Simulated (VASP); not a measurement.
Here is the system:

```
MgSe
1.0
    0.00000     2.61789     2.61789
    2.61789     0.00000     2.61789
    2.61789     2.61789     0.00000
Mg Se
1 1
Cartesian
  0.00000   0.00000   0.00000
  2.61789   2.61789   2.61789
```

These are PBEsol GGA, VASP's PBE PAW potentials (set 64) (plane waves; VASP) values and carry that method's errors. Settings: 500 eV cut-off, 9×9×9 Γ-centred mesh, Gaussian smearing of 0.050 eV, potentials Mg Se.

Task: What does the run give for the energy per atom (σ→0), pressure?

Result: 
```yaml
energy per atom (σ→0): -3.989 eV/atom
pressure: 9.99 GPa
```

Total energies compare only between runs with the same potentials, cut-off and functional.

The structure was generated: MgSe was put into the rock salt type (Fm-3m), which need not be its known phase. It was relaxed first under an external pressure of 10 GPa.
